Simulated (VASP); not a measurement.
Computed with PBEsol GGA, VASP's PBE PAW potentials (set 64) (plane waves; VASP 6.6.1).

The input files of a VASP run:

KPOINTS:
```
Automatic mesh
0
Gamma
4 4 7
0 0 0
```

POSCAR:
```
Be4SSe3
1
    0.0035298643     5.0668802691     5.0563452108
    5.0668802691     0.0035298643     5.0563452108
    2.5352050667     2.5352050667     0.0000000000
Be Se S
4 3 1
Direct
  0.9997952165   0.9997952165   0.0004095669
  0.9884969137   0.5043138818   0.0071892044
  0.5043138818   0.9884969137   0.0071892044
  0.5075020422   0.5075020422   0.9849959156
  0.1250400568   0.1250400568   0.2499198865
  0.1249860634   0.6247835844   0.2502303522
  0.6247835844   0.1249860634   0.2502303522
  0.6250822412   0.6250822412   0.2498355176
```

### INCAR
```
ISIF = 3   ! ions, shape and volume
PREC = Accurate
LCHARG = .FALSE.
LMAXMIX = 4   ! l cut-off of mixed one-centre charges
ENCUT = 400   ! plane-wave cut-off (eV)
LWAVE = .FALSE.
ALGO = Normal   ! blocked Davidson
NELM = 100   ! most electronic steps
ISMEAR = 0
GGA = PS   ! PBEsol
EDIFF = 1E-6
SIGMA = 0.05
LASPH = .TRUE.
LREAL = .FALSE.   ! projection in real space or not
NSW = 60
IBRION = 2   ! conjugate gradients
EDIFFG = -0.02
SYSTEM = Be4SSe3
```

POTCAR, in this order: Be Se S (PBE.64 set). Program: vasp_std.

**Question.** What does the run give for the energy per atom (σ→0), volume per atom?

**Answer.** 
The energy per atom (σ→0) is -468.1 kJ/mol-atom and the volume per atom comes out as 16.21 Å^3/atom.

**OSZICAR**
```
...
DAV:  14    -0.388087517380E+02   -0.24735E-06   -0.48765E-07  1282   0.506E-03
   1 F= -.38808752E+02 E0= -.38808752E+02  d E =-.388088E+02
       N       E                     dE             d eps       ncg     rms          rms(c)
DAV:   1    -0.388090532354E+02   -0.30174E-03   -0.64701E-03  1804   0.435E-01    0.619E-02
DAV:   2    -0.388089626979E+02    0.90537E-04   -0.28859E-04  1904   0.103E-01    0.306E-02
DAV:   3    -0.388089346074E+02    0.28091E-04   -0.10648E-04  1884   0.493E-02    0.132E-02
DAV:   4    -0.388089342646E+02    0.34274E-06   -0.50725E-06  1879   0.140E-02
   2 F= -.38808934E+02 E0= -.38808934E+02  d E =-.182527E-03
```

The structure was generated: Be4SSe3 was put into an ordered model structure (Amm2), which need not be its known phase. This run relaxes it. Symmetry was kept, so distortions that lower it aren't found. The start is the result of an earlier pass.
